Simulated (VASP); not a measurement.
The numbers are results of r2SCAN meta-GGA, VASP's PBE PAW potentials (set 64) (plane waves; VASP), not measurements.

VASP ran on this input.

**INCAR**
```
SYSTEM = Ge
PREC = Accurate
ENCUT = 400
EDIFF = 1E-6
NELM = 100
ALGO = Normal
LREAL = .FALSE.
LASPH = .TRUE.
ISMEAR = 0
SIGMA = 0.05
METAGGA = R2SCAN
LMIXTAU = .TRUE.
LMAXMIX = 4
LWAVE = .FALSE.
LCHARG = .FALSE.
IBRION = 2
ISIF = 3
NSW = 60
EDIFFG = -0.01
```

**POSCAR**
```
Ge
1
    0.0000000000     2.8290000000     2.8290000000
    2.8290000000     0.0000000000     2.8290000000
    2.8290000000     2.8290000000     0.0000000000
Ge
2
Direct
  0.0000000000   0.0000000000   0.0000000000
  0.2500000000   0.2500000000   0.2500000000
```

### KPOINTS
```
Automatic mesh
0
Gamma
7 7 7
0 0 0
```

POTCAR, in this order: Ge_d (PBE.64 set). Program: vasp_std.

The resulting files:

### OSZICAR
```
       N       E                     dE             d eps       ncg     rms          rms(c)
DAV:   1     0.125830581527E+03    0.12583E+03   -0.13835E+04   744   0.381E+03
DAV:   2    -0.121407635766E+02   -0.13797E+03   -0.13549E+03   720   0.471E+02
DAV:   3    -0.299169281614E+02   -0.17776E+02   -0.17554E+02   788   0.138E+02
DAV:   4    -0.304094752502E+02   -0.49255E+00   -0.49200E+00   812   0.267E+01
DAV:   5    -0.304176601940E+02   -0.81849E-02   -0.81845E-02   792   0.349E+00    0.339E+00
DAV:   6    -0.277163397536E+02    0.27013E+01   -0.36354E-01   874   0.115E+01    0.197E+00
DAV:   7    -0.279432808038E+02   -0.22694E+00   -0.38173E-01   902   0.912E+00    0.333E-01
DAV:   8    -0.277263262559E+02    0.21695E+00   -0.13483E-01   778   0.519E+00    0.133E-01
DAV:   9    -0.277167701941E+02    0.95561E-02   -0.35730E-03   768   0.696E-01    0.124E-01
DAV:  10    -0.277167287631E+02    0.41431E-04   -0.12086E-04   858   0.178E-01    0.139E-01
DAV:  11    -0.277187496923E+02   -0.20209E-02   -0.10097E-02   924   0.176E+00    0.337E-02
DAV:  12    -0.277194504511E+02   -0.70076E-03   -0.26733E-04   742   0.176E-01    0.325E-02
DAV:  13    -0.277197516893E+02   -0.30124E-03   -0.13007E-04   750   0.106E-01    0.243E-02
DAV:  14    -0.277196243166E+02    0.12737E-03   -0.21701E-04   922   0.224E-01    0.238E-02
DAV:  15    -0.277198440152E+02   -0.21970E-03   -0.11100E-04   720   0.753E-02    0.943E-03
DAV:  16    -0.277198350837E+02    0.89315E-05   -0.49019E-06   610   0.198E-02    0.605E-03
DAV:  17    -0.277198512267E+02   -0.16143E-04   -0.30978E-06   560   0.181E-02    0.251E-03
DAV:  18    -0.277198495473E+02    0.16794E-05   -0.10042E-06   562   0.113E-02    0.140E-03
DAV:  19    -0.277198511935E+02   -0.16463E-05   -0.20121E-07   362   0.483E-03    0.974E-04
DAV:  20    -0.277198498370E+02    0.13565E-05   -0.10757E-07   360   0.424E-03    0.436E-04
DAV:  21    -0.277198501604E+02   -0.32339E-06   -0.97859E-09   360   0.144E-03
   1 F= -.27719850E+02 E0= -.27719850E+02  d E =-.277199E+02
       N       E                     dE             d eps       ncg     rms          rms(c)
DAV:   1    -0.277298921398E+02   -0.10042E-01   -0.13879E-01   954   0.790E+00    0.589E-01
DAV:   2    -0.277225470164E+02    0.73451E-02   -0.94470E-03   930   0.200E+00    0.299E-01
DAV:   3    -0.277200141902E+02    0.25328E-02   -0.40852E-03   940   0.120E+00    0.683E-02
DAV:   4    -0.277197637721E+02    0.25042E-03   -0.40611E-04   912   0.386E-01    0.228E-02
DAV:   5    -0.277198329272E+02   -0.69155E-04   -0.13862E-04   776   0.130E-01    0.752E-03
DAV:   6    -0.277198057207E+02    0.27207E-04   -0.15365E-04   792   0.136E-01    0.504E-03
DAV:   7    -0.277199534818E+02   -0.14776E-03   -0.43138E-05   720   0.656E-02    0.182E-03
DAV:   8    -0.277199518930E+02    0.15888E-05   -0.36877E-07   458   0.877E-03    0.186E-04
DAV:   9    -0.277199531807E+02   -0.12877E-05   -0.54420E-08   360   0.289E-03    0.137E-04
DAV:  10    -0.277199519117E+02    0.12690E-05   -0.52745E-08   360   0.231E-03    0.681E-05
DAV:  11    -0.277199519049E+02    0.68158E-08   -0.56139E-09   360   0.126E-03
   2 F= -.27719952E+02 E0= -.27719952E+02  d E =-.101744E-03
       N       E                     dE             d eps       ncg     rms          rms(c)
DAV:   1    -0.277212690979E+02   -0.13172E-02   -0.17841E-02   954   0.280E+00    0.213E-01
DAV:   2    -0.277203268212E+02    0.94228E-03   -0.12370E-03   932   0.729E-01    0.108E-01
DAV:   3    -0.277200058849E+02    0.32094E-03   -0.52117E-04   940   0.430E-01    0.250E-02
DAV:   4    -0.277199879108E+02    0.17974E-04   -0.52479E-05   910   0.138E-01    0.815E-03
DAV:   5    -0.277199645457E+02    0.23365E-04   -0.17843E-05   600   0.472E-02    0.269E-03
DAV:   6    -0.277199879259E+02   -0.23380E-04   -0.20051E-05   720   0.513E-02    0.191E-03
DAV:   7    -0.277199912670E+02   -0.33411E-05   -0.55253E-06   560   0.246E-02    0.609E-04
DAV:   8    -0.277199923579E+02   -0.10909E-05   -0.10939E-07   360   0.535E-03    0.115E-04
DAV:   9    -0.277199919724E+02    0.38549E-06   -0.28468E-08   360   0.264E-03
   3 F= -.27719992E+02 E0= -.27719992E+02  d E =-.141812E-03
```

### OUTCAR
```
------------------------ aborting loop because EDIFF is reached ----------------------------------------
  FORCE on cell =-STRESS in cart. coord.  units (eV):
  Direction    XX          YY          ZZ          XY          YZ          ZX
  --------------------------------------------------------------------------------------
  Total        0.0014485      0.0014485      0.0014485      0.0000000      0.0000000     -0.0000000
  in kB        0.0510633      0.0510633      0.0510633      0.0000000      0.0000000     -0.0000000
  external PRESSURE =       0.0510633 kB  Pullay stress =       0.0000000 kB
  volume of cell :       45.45
      direct lattice vectors                 reciprocal lattice vectors
     0.000000000  2.832470623  2.832470623    -0.176524337  0.176524337  0.176524337
     2.832470623  0.000000000  2.832470623     0.176524337 -0.176524337  0.176524337
     2.832470623  2.832470623  0.000000000     0.176524337  0.176524337 -0.176524337
 POSITION                                       TOTAL-FORCE (eV/Angst)
 -----------------------------------------------------------------------------------
      0.00000      0.00000      0.00000         0.000000      0.000000      0.000000
      1.41624      1.41624      1.41624        -0.000000     -0.000000     -0.000000
 -----------------------------------------------------------------------------------
    total drift:                                0.000000      0.000000      0.000000
  FREE ENERGIE OF THE ION-ELECTRON SYSTEM (eV)
  ---------------------------------------------------
  free  energy   TOTEN  =       -27.7199919724 eV

  energy  without entropy=      -27.7199919721  energy(sigma->0) =      -27.71999197

 reached required accuracy - stopping structural energy minimisation
```
(Selected blocks of OUTCAR.)

### CONTCAR
```
Ge
   1.00000000000000
     0.0000000000000000    2.8324706227144705    2.8324706227144705
     2.8324706227144705    0.0000000000000000    2.8324706227144705
     2.8324706227144705    2.8324706227144705    0.0000000000000000
  Ge
     2
Direct
     0.0000000000000000    0.0000000000000000    0.0000000000000000
     0.2500000000000000    0.2500000000000000    0.2500000000000000
```

The compound is Ge in the diamond structure. This run relaxes it. Symmetry was kept, so distortions that lower it aren't found.
